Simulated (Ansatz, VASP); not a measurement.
# Ti9Al44O84 (glassy 29TiO2-71Al2O3 (mol %)): VASP beside Ansatz

Wanted: the spread between two codes on one cell, functional and k mesh. The cell is taken from a series of runs on this material, whose earlier steps may have relaxed, scaled, displaced or heated it; both programs get it as it stands.

Main program and level: Ansatz 0.2.0; plane waves, with VASP 6.6.1 beside it; single point at LDA.

### Step 1. Set-up

The cell holds 137 atoms: 9 Ti, 44 Al and 84 O. Its edges and angles: a = 11.391 Å, b = 11.391 Å, c = 11.391 Å, α = 90.0°, β = 90.0°, γ = 90.0°. As first built, before any earlier steps moved the atoms (in the runner's words): 137 atoms (9 Ti, 44 Al, 84 O) placed at random at 3.12 g/cm^3, melted at 4000 K for 10 ps at fixed volume with the Morse and Coulomb pair potential with partial charges (Pedone, Malavasi, Menziani, Cormack and Segre, J. Phys. Chem. B 110, 11780 (2006)). Quenched from 4000 K to 300 K at 1000 K/ps and fixed volume, held 10 ps at zero pressure.

### Step 2. VASP: single point, LDA

A single point gives forces, pressure and levels at one fixed geometry, so differences don't come from the geometry; what else differs is listed under the comparison.

Lines of VASP's logs that name or quote its potential files are left out, and so is its time.

INCAR

```
SYSTEM = Ti9Al44O84
PREC = Accurate
ENCUT = 600
EDIFF = 1E-06
NELM = 120
ISMEAR = 0
SIGMA = 0.01
LREAL = Auto
ALGO = Normal
GGA = CA
NBANDS = 467
LASPH = .TRUE.
LORBIT = 11
LWAVE = .FALSE.
LCHARG = .FALSE.
ISIF = 2
GGA_COMPAT = .FALSE.
EFERMI = MIDGAP
```

POSCAR

```
Ti9Al44O84
1.0
   11.3909100000      0.0000000000      0.0000000000
    0.0000000000     11.3909100000      0.0000000000
    0.0000000000      0.0000000000     11.3909100000
Ti Al O
9 44 84
Direct
    0.7735100000      0.9824900000      0.0338800000
    0.5208800000      0.7109700000      0.8350600000
    0.8075300000      0.0011700000      0.3064500000
    0.3721000000      0.8295100000      0.5483200000
    0.2665700000      0.5491100000      0.1249700000
    0.5638000000      0.2221900000      0.3044100000
    0.4935800000      0.0772900000      0.9661400000
    0.3689000000      0.6281700000      0.3538400000
    0.0615600000      0.1126100000      0.2098200000
    0.4337400000      0.8091100000      0.0992500000
    0.4604300000      0.9484900000      0.3062100000
    0.0817200000      0.1276000000      0.7640900000
    0.2119700000      0.8692800000      0.3244300000
    0.6217300000      0.4939700000      0.8661900000
    0.3350100000      0.9212000000      0.8169800000
    0.9854700000      0.8341600000      0.1624600000
    0.6514300000      0.3184800000      0.0246500000
    0.6507800000      0.7363900000      0.2989200000
    0.5493000000      0.5913300000      0.1009900000
    0.7444100000      0.2531500000      0.7693600000
    0.1859700000      0.7920200000      0.9910800000
    0.9259200000      0.8889100000      0.7371500000
    0.8194000000      0.2716000000      0.1813400000
    0.6011000000      0.6828300000      0.5395600000
    0.9341700000      0.2094800000      0.9685800000
    0.3232100000      0.2620500000      0.4811400000
    0.3369700000      0.0891600000      0.6480100000
    0.2779500000      0.2983400000      0.2616300000
    0.0885100000      0.7989600000      0.5324300000
    0.1099800000      0.0745100000      0.4943800000
[... 101 atom lines left out ...]
    0.5872100000      0.8384200000      0.7929400000
    0.9267800000      0.6930300000      0.2073400000
    0.7340900000      0.7753000000      0.5719200000
    0.3177600000      0.9375600000      0.6612700000
    0.8851000000      0.2041200000      0.8094400000
    0.2254800000      0.1697100000      0.2035100000
```

KPOINTS

```
Automatic mesh
0
Gamma
1 1 1
0 0 0
```

Potentials, in the order of the species: Ti_sv, Al and O (LDA family, release 64).

Launch:

```console
export OMP_NUM_THREADS=3
mpirun -np 1 vasp_gam
```

Numbers of over 12 decimals in the logs are rounded to 6 here.

Log:

```text
[banner, memory and clock lines left out]
running    1 mpi-ranks, on    1 nodes
[...]
Offloading initialized ...    1 GPUs detected
[...]
LDA part: xc-table for (Slater(with rela. corr.)+CA(PZ))
 , standard interpolation
 POSCAR, INCAR and KPOINTS ok, starting setup
[...]
entering main loop
       N       E                     dE             d eps       ncg     rms          rms(c)
DAV:   1     0.963432031980E+04    0.96343E+04   -0.45991E+05   934   0.188E+03
DAV:   2     0.129046644395E+03   -0.95053E+04   -0.89382E+04  1070   0.484E+02
DAV:   3    -0.125169908754E+04   -0.13807E+04   -0.13570E+04  1049   0.194E+02
DAV:   4    -0.133755424052E+04   -0.85855E+02   -0.85400E+02  1276   0.495E+01
[...]
DAV:  18    -0.114834858672E+04    0.15493E-04   -0.39344E-05  1116   0.158E-02    0.143E-02
DAV:  19    -0.114834858272E+04    0.40016E-05   -0.22586E-05  1084   0.139E-02    0.819E-03
DAV:  20    -0.114834858226E+04    0.46199E-06   -0.92919E-06  1052   0.728E-03
   1 F= -.11483486E+04 E0= -.11483486E+04  d E =0.000000E+00
```

Parts of OUTCAR (step 2):

```text
  Total      -33.2186863     -1.7212266      4.9028093     -1.4918382      8.1587112     15.2998475
  in kB      -36.0095566     -1.8658356      5.3147191     -1.6171751      8.8441659     16.5852653
  external PRESSURE =     -10.8535577 kB  Pullay stress =       0.0000000 kB

 POSITION                                       TOTAL-FORCE (eV/Angst)
[...]
1.16449      5.40761      6.42630        -0.000237      0.022935      0.014914
      4.66743      3.13330      3.98420         0.017599      0.012994     -0.007500
      9.72715      4.91586      2.15129        -0.017510      0.006259      0.000927
      2.29458      8.46208      7.08344        -0.002328     -0.001422     -0.010150
      0.24320      8.05189      4.88476         0.007800     -0.038004     -0.055979
      8.98139      2.77198      0.36269         0.006572     -0.035066     -0.064207
      5.13411      0.28295      9.28325         0.008708      0.012306     -0.092605
     10.80804     11.03244      2.66490         0.073734      0.000476     -0.023207
      0.30026      1.25368      7.04516        -0.039517     -0.015833     -0.003717
      0.69553      3.42764      8.27071         0.030464     -0.012347     -0.026982
     11.08962      2.52662      1.60133        -0.081617      0.108488     -0.070454
     10.14497      8.50730      9.07890        -0.018494      0.010635     -0.019373
      5.92361      0.93326      2.99535        -0.006291     -0.099744     -0.047491
      5.50659      6.09710      9.27619        -0.053803      0.012389     -0.027544
[...]
-----------------------------------------------------------------------------------
    total drift:                                0.013398     -0.018219     -0.057193

  FREE ENERGIE OF THE ION-ELECTRON SYSTEM (eV)
  ---------------------------------------------------
  free  energy   TOTEN  =     -1148.3485822578 eV

  energy  without entropy=    -1148.3485822578  energy(sigma->0) =    -1148.34858226

[... 3 further parts left out ...]
[key lines of the parts left out:]
E-fermi :   5.1542
```

The run ends at a pressure of -1.09 GPa, with forces up to 0.26 eV/Å.

### Step 3. Ansatz: single point, LDA

Ansatz runs on its default PAW (the set named soft_2) files.

The same cell, functional (in two slightly different forms) and mesh now go to Ansatz, which takes its cutoff from its data sets.

input.yaml

```yaml
crystal:
  lattice:
    - [11.39091, 0.0, 0.0]
    - [0.0, 11.39091, 0.0]
    - [0.0, 0.0, 11.39091]
  atoms:
    - { symbol: Ti, position: [0.77351, 0.98249, 0.03388] }
    - { symbol: Ti, position: [0.52088, 0.71097, 0.83506] }
    - { symbol: Ti, position: [0.80753, 0.00117, 0.30645] }
    - { symbol: Ti, position: [0.3721, 0.82951, 0.54832] }
    - { symbol: Ti, position: [0.26657, 0.54911, 0.12497] }
    - { symbol: Ti, position: [0.5638, 0.22219, 0.30441] }
    - { symbol: Ti, position: [0.49358, 0.07729, 0.96614] }
    - { symbol: Ti, position: [0.3689, 0.62817, 0.35384] }
    - { symbol: Ti, position: [0.06156, 0.11261, 0.20982] }
    - { symbol: Al, position: [0.43374, 0.80911, 0.09925] }
    - { symbol: Al, position: [0.46043, 0.94849, 0.30621] }
    - { symbol: Al, position: [0.08172, 0.1276, 0.76409] }
    - { symbol: Al, position: [0.21197, 0.86928, 0.32443] }
    - { symbol: Al, position: [0.62173, 0.49397, 0.86619] }
    - { symbol: Al, position: [0.33501, 0.9212, 0.81698] }
    - { symbol: Al, position: [0.98547, 0.83416, 0.16246] }
    - { symbol: Al, position: [0.65143, 0.31848, 0.02465] }
    - { symbol: Al, position: [0.65078, 0.73639, 0.29892] }
    - { symbol: Al, position: [0.5493, 0.59133, 0.10099] }
    - { symbol: Al, position: [0.74441, 0.25315, 0.76936] }
    - { symbol: Al, position: [0.18597, 0.79202, 0.99108] }
    - { symbol: Al, position: [0.92592, 0.88891, 0.73715] }
    - { symbol: Al, position: [0.8194, 0.2716, 0.18134] }
    - { symbol: Al, position: [0.6011, 0.68283, 0.53956] }
    - { symbol: Al, position: [0.93417, 0.20948, 0.96858] }
    - { symbol: Al, position: [0.32321, 0.26205, 0.48114] }
    - { symbol: Al, position: [0.33697, 0.08916, 0.64801] }
    - { symbol: Al, position: [0.27795, 0.29834, 0.26163] }
    - { symbol: Al, position: [0.08851, 0.79896, 0.53243] }
    - { symbol: Al, position: [0.10998, 0.07451, 0.49438] }
[... 101 atom lines left out ...]
    - { symbol: O, position: [0.58721, 0.83842, 0.79294] }
    - { symbol: O, position: [0.92678, 0.69303, 0.20734] }
    - { symbol: O, position: [0.73409, 0.7753, 0.57192] }
    - { symbol: O, position: [0.31776, 0.93756, 0.66127] }
    - { symbol: O, position: [0.8851, 0.20412, 0.80944] }
    - { symbol: O, position: [0.22548, 0.16971, 0.20351] }
kpoints:
  mp_grid: { grid: [1, 1, 1] }
hamiltonian:
  xc: lda
scf:
  occupations: { method: fixed }
output:
  forces: true
  stress: true
  populations: true
  dos:
    method: { smearing: { sigma: 0.08 } }
    de: 0.1
    projected: { site_lists: { Al: [Al], O: [O], Ti: [Ti] } }
  eigenvalues: true
  write_density: true
  write_potential: true
  volumetric_format: npy
  elf: true
```

Launch:

```console
ansatz run input.yaml --threads 4 --pin off --max-ram 8192MiB --backend cpu --events-out ev --progress --plain --runs-dir out
```

Log:

```text
Engine: ansatz 0.2.0, aarch64-unknown-linux-gnu
Pseudopotentials: kind: paw
Pseudopotential: Ti, paw, valence charge 12, recommended cutoff 420 eV (normal), Ti.paw.azcp
Pseudopotential: Al, paw, valence charge 3, recommended cutoff 420 eV (normal), Al.paw.azcp
Pseudopotential: O, paw, valence charge 6, recommended cutoff 420 eV (normal), O.paw.azcp
Functional definition: SPW92
  exchange = slater_x
  correlation = pw_c
Crystal: 137 atoms, lattice volume = 1478.003 Å³
Basis set: ecut = 420 eV, 28887 PW (Γ)
Bands: 509, of which v1, the nominal top of the filled ones, is band 372 counted from 1 (371 counted from 0)
Symmetry: 1 space group operations
Space group: P1 (ITA 1), of the structure as read, at distance tolerance 1.1e-4 Å
k-points: 1
Non-local potential: Ti, projectors of the file, l = 0: 3, l = 1: 2, l = 2: 3, l = 3: 1
Non-local potential: Al, projectors of the file, l = 0: 2, l = 1: 2, l = 2: 1
Non-local potential: O, projectors of the file, l = 0: 2, l = 1: 2, l = 2: 1
PAW form: soft (Blöchl's): semilocal exchange-correlation on the pseudo side does not see the compensation charge
PAW frozen core: Ti, regenerated for the run's functional, and the local potential with it (the file was generated under x = pbe(κ = 0.804, μ = 0.219515), c = pbe(β = 0.066725))
PAW frozen core: Al, regenerated for the run's functional, and the local potential with it (the file was generated under x = pbe(κ = 0.804, μ = 0.219515), c = pbe(β = 0.066725))
PAW frozen core: O, regenerated for the run's functional, and the local potential with it (the file was generated under x = pbe(κ = 0.804, μ = 0.219515), c = pbe(β = 0.066725))
PAW one-centre angular grid: Ti, 590 points (default); XC on 64 Gauss nodes
PAW one-centre angular grid: Al, 110 points (default); XC on 64 Gauss nodes
PAW one-centre angular grid: O, 110 points (default); XC on 64 Gauss nodes
Initial density: superposition of atomic densities (neutral atoms: chi_scale 0, normalization atom), corrected by the library's trained network
Initial wavefunctions: pseudopotential atomic-orbital guess
Functional: x = slater, c = lda
SCF iter   1: F=—  HF=-91456.290050 eV  |F-HF|=—  |Δ(HF+E_count)|=         —  Δρ=1.61e-2  dr2=3.64e0  ethr=1.77e-3  ⟨swp⟩=5.0  Hψ=1795  notcnv=0  defer=134
preconditioner: auto → Resta (q_TF=auto, 2.433 Å⁻¹)  ε∞=4.3  [insulator: Δε(μ)=2.688 eV  Ē_g=13.683 eV  n_scr=364 (ndim 8)  ℏωp=25.0 eV  f_vac=0.042  ε∞_Penn≈4.3]
SCF iter   2: F=—  HF=-91455.425079 eV  |F-HF|=—  |Δ(HF+E_count)|=   8.65e-1  Δρ=6.82e-3  dr2=5.91e-1  ethr=4.90e-4  ⟨swp⟩=3.0  Hψ=786  notcnv=0  defer=134
SCF iter   3: F=—  HF=-91455.327077 eV  |F-HF|=—  |Δ(HF+E_count)|=   9.80e-2  Δρ=2.98e-3  dr2=1.23e-1  ethr=7.95e-5  ⟨swp⟩=3.0  Hψ=755  notcnv=0  defer=134
SCF iter   4: F=—  HF=-91455.304447 eV  |F-HF|=—  |Δ(HF+E_count)|=   2.26e-2  Δρ=1.31e-3  dr2=2.54e-2  ethr=1.66e-5  ⟨swp⟩=3.0  Hψ=635  notcnv=0  defer=135
SCF iter   5: F=—  HF=-91455.298436 eV  |F-HF|=—  |Δ(HF+E_count)|=   6.01e-3  Δρ=6.36e-4  dr2=6.87e-3  ethr=3.41e-6  ⟨swp⟩=3.0  Hψ=742  notcnv=0  defer=135
SCF iter   6: F=—  HF=-91455.297211 eV  |F-HF|=—  |Δ(HF+E_count)|=   1.23e-3  Δρ=1.71e-4  dr2=5.20e-4  ethr=9.24e-7  ⟨swp⟩=3.0  Hψ=742  notcnv=0  defer=135
SCF iter   7: F=—  HF=-91455.297136 eV  |F-HF|=—  |Δ(HF+E_count)|=   7.51e-5  Δρ=8.27e-5  dr2=1.21e-4  ethr=6.99e-8  ⟨swp⟩=2.0  Hψ=629  notcnv=0  defer=134
SCF iter   8: F=—  HF=-91455.297106 eV  |F-HF|=—  |Δ(HF+E_count)|=   2.96e-5  Δρ=4.35e-5  dr2=3.32e-5  ethr=1.63e-8  ⟨swp⟩=2.0  Hψ=644  notcnv=0  defer=134
SCF iter   9: F=—  HF=-91455.297086 eV  |F-HF|=—  |Δ(HF+E_count)|=   2.09e-5  Δρ=1.50e-5  dr2=3.74e-6  ethr=4.46e-9  ⟨swp⟩=2.0  Hψ=868  notcnv=0  defer=134
SCF iter  10: F=—  HF=-91455.297085 eV  |F-HF|=—  |Δ(HF+E_count)|=   1.22e-7  Δρ=9.07e-6  dr2=1.29e-6  ethr=5.03e-10  ⟨swp⟩=2.0  Hψ=746  notcnv=0  defer=134
SCF iter  11: F=—  HF=-91455.297085 eV  |F-HF|=—  |Δ(HF+E_count)|=   7.89e-9  Δρ=4.67e-6  dr2=3.41e-7  ethr=1.73e-10  ⟨swp⟩=2.0  Hψ=745  notcnv=0  defer=134
SCF iter  12: F=—  HF=-91455.297085 eV  |F-HF|=—  |Δ(HF+E_count)|=   2.19e-8  Δρ=2.51e-6  dr2=1.09e-7  ethr=1.34e-11  ⟨swp⟩=20.0  Hψ=4558  notcnv=0
SCF iter  13: F=-91455.297085 eV  HF=-91455.297085 eV  |F-HF|=3.65e-9  |Δ(HF+E_count)|=   8.29e-9  Δρ=9.35e-7  dr2=1.42e-8  ethr=1.34e-11  ⟨swp⟩=7.0  Hψ=2584  notcnv=0
SCF 1 converged in 13 iterations: F = -91455.297085 eV  dr2 = 1.42e-8
  greatest PAW one-centre occupation: 0.999 electrons in one spin orbital (limit 2), on the Ti atom at site 0 (counted from 0), in its partial waves of l = 0
SCF converged after 13 iterations
Free energy (F): -91455.297085 eV
Harris-Foulkes:  -91455.297085 eV  (|F-HF|=3.65e-9)
Internal energy: -91455.297085 eV  (E = F + TS)
E sigma→0 (E₀):  -91455.297085 eV
Fermi energy:    5.548134 eV
--- Per-component energies (eV) ---
  E_band       = -3011.489877
  E_kinetic    = 18447.749050
[...]
atom 129  O     -0.00116135     0.00104310     0.00094313
  atom 130  O      0.03206327     0.00211160     0.02190542
  atom 131  O     -0.00183836     0.01384406     0.00352734
  atom 132  O      0.00956474     0.00828075    -0.00314175
  atom 133  O     -0.01403839    -0.00080223    -0.00880667
  atom 134  O     -0.00557596     0.00286893    -0.00230689
  atom 135  O      0.00343792    -0.02018852    -0.02170426
  atom 136  O      0.00146868    -0.00170135    -0.00269727
  atom 137  O      0.00535983     0.00372753     0.02289817
  max |Σ_I F_I| component: 1.02e-4 eV/Å
--- Stress (GPa, compression-positive) ---
       -4.225745      -0.193852       1.684641
       -0.193852      -0.857799       0.904307
        1.684641       0.904307      -0.248314
  P = ⅓ Tr σ = -1.7773 GPa (-17.773 kbar)
--- Band table (eV) ---
  k-point 0: bands = [... 368 lower, 5.3200, 5.4261, 5.4770, 5.5481, 8.3741, 8.6703, 8.6778, 8.8747, ... 133 higher]
--- Löwdin populations: 137 sites ---
  site symbol       q [e]
     0     Ti     10.6705
     1     Ti     10.6048
     2     Ti     10.6445
     3     Ti     10.6293
     4     Ti     10.6486
     5     Ti     10.6077
     6     Ti     10.5971
     7     Ti     10.6567
     8     Ti     10.6425
     9     Al      1.7432
    10     Al      1.7324
    11     Al      1.7234
    12     Al      1.7105
    13     Al      1.7127
    14     Al      1.7333
    15     Al      1.7511
    16     Al      1.7272
    17     Al      1.7525
    18     Al      1.6984
    19     Al      1.6930
    20     Al      1.7000
    21     Al      1.6773
    22     Al      1.7725
    23     Al      1.7252
[...]
129      O      6.6559
   130      O      6.8193
   131      O      6.5166
   132      O      6.8157
   133      O      6.7570
   134      O      6.7261
   135      O      6.7925
   136      O      6.7647
  spilling = 0.007239 (of n_electrons = 744.000000)
```

### Step 4. Differences

Known differences besides the potentials themselves: the two LDA forms differ slightly; fixed occupations in Ansatz, narrow Gaussian smearing in VASP; the cutoff is 420 eV in Ansatz and 600 eV in VASP (PREC = Accurate, projectors in real space); VASP's log shows a relativistic correction to its local exchange, Ansatz's none. Total energies have different zeros and are not compared.

Both answers:

| quantity | Ansatz | VASP | difference |
| --- | --- | --- | --- |
| pressure (GPa) | -1.78 | -1.09 | -0.69 |
| gap on the k mesh (eV) | 2.826 | 2.802 | +0.024 |

Forces on 7 of the 137 atoms, those with the largest forces and the largest differences (eV/Å; atoms numbered as in POSCAR):

| atom | Ansatz x, y, z | VASP x, y, z |
| --- | --- | --- |
| Ti2 | -0.007, 0.007, 0.006 | -0.098, -0.204, 0.016 |
| Ti4 | -0.008, 0.003, 0.015 | -0.174, -0.063, 0.075 |
| Ti5 | -0.002, -0.015, -0.009 | -0.052, 0.165, 0.069 |
| Ti8 | -0.022, 0.021, -0.048 | 0.144, 0.063, -0.167 |
| O60 | 0.018, 0.002, -0.008 | 0.109, 0.113, -0.063 |
| O126 | -0.003, 0.019, -0.020 | -0.119, 0.106, 0.087 |
| O132 | 0.010, 0.008, -0.003 | 0.116, 0.222, -0.071 |

The forces differ by 45 meV/Å r.m.s., where the r.m.s. force is 0.010 eV/Å in Ansatz and 0.045 eV/Å in VASP: the atoms lie near their places of rest in Ansatz, so a percentage would say little (all taken over all components). A gap on the mesh is an upper bound, since the band edges may lie between its points.

### Step 5. Outcome

* r.m.s. force difference (single point, LDA): 45 meV/Å
* difference in pressure (single point, LDA): -0.69 GPa

What this shows: The r.m.s. force difference is 45 meV/Å (single point, LDA), beyond the 12 meV/Å picked in this series as the mark of a large difference. What causes the difference of the single point, LDA pair stays open here. How closely two codes agree says nothing of how well the functional describes the real material.

[Lines on the potential files, build, host, timing and source positions are cut from VASP's logs without a mark.]

[Logs are printed without paths, hosts, clocks, repeated set-up lines and the standing remarks that a program may print on its own settings, such as how far it seeks lower states.]

[Hosts, paths, dates, database ids (printed as entryN), source tags and the programs' standing remarks are cut or masked in the printed files.]
